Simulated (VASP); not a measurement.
Consider the following.

```yaml
crystal:
  lattice:
    - [3.75930, 0.00000, 0.00000]
    - [-1.87965, 3.25565, 0.00000]
    - [0.00000, 0.00000, 3.59711]
  atoms:
    - { symbol: Sn, position: [0.00000, 0.00000, 0.00000] }
    - { symbol: Si, position: [0.66667, 0.33333, 0.50000] }
```

Calculation: PBEsol GGA with spin-orbit coupling, VASP's PBE PAW potentials (set 64) (plane waves; VASP). Numerical set-up: 400 eV cut-off, 10×10×9 Γ-centred mesh, Gaussian smearing of 0.050 eV, potentials Sn_d Si.

**Question.** Give the energies of bands 12 to 25 at the high-symmetry points, in eV from the Fermi level.

**Answer.** 
```json
[
 {"band": "12", "Γ": "-11.88", "M": "-9.14", "K": "-7.97", "A": "-8.93", "L": "-6.47", "H": "-5.82"},
 {"band": "13", "Γ": "-1.11", "M": "-7.46", "K": "-7.92", "A": "-8.91", "L": "-6.24", "H": "-5.51"},
 {"band": "14", "Γ": "-1.11", "M": "-7.46", "K": "-7.92", "A": "-8.91", "L": "-6.24", "H": "-5.51"},
 {"band": "15", "Γ": "-0.17", "M": "-1.66", "K": "-4.66", "A": "2.36", "L": "-4.30", "H": "-4.35"},
 {"band": "16", "Γ": "-0.17", "M": "-1.66", "K": "-4.52", "A": "2.36", "L": "-4.30", "H": "-4.22"},
 {"band": "17", "Γ": "0.43", "M": "0.63", "K": "2.08", "A": "2.40", "L": "-4.13", "H": "-4.12"},
 {"band": "18", "Γ": "0.43", "M": "0.63", "K": "2.09", "A": "2.40", "L": "-4.13", "H": "-4.10"},
 {"band": "19", "Γ": "0.61", "M": "1.32", "K": "3.18", "A": "3.65", "L": "1.15", "H": "-1.69"},
 {"band": "20", "Γ": "0.61", "M": "1.32", "K": "3.23", "A": "3.65", "L": "1.15", "H": "-1.49"},
 {"band": "21", "Γ": "3.79", "M": "3.73", "K": "4.26", "A": "4.24", "L": "1.65", "H": "-1.49"},
 {"band": "22", "Γ": "3.79", "M": "3.73", "K": "4.44", "A": "4.24", "L": "1.65", "H": "-1.43"},
 {"band": "23", "Γ": "3.88", "M": "4.32", "K": "4.75", "A": "4.63", "L": "3.40", "H": "7.96"},
 {"band": "24", "Γ": "3.88", "M": "4.32", "K": "4.77", "A": "4.63", "L": "3.40", "H": "8.00"},
 {"band": "25", "Γ": "3.97", "M": "5.10", "K": "6.04", "A": "4.72", "L": "4.28", "H": "9.22"}
]
```

It has no gap at this level: it comes out as a metal or semimetal.

The structure was generated: SiSn was put into the WC type (P-6m2), which need not be its known phase. It was relaxed first, which changed the volume by +11 %.
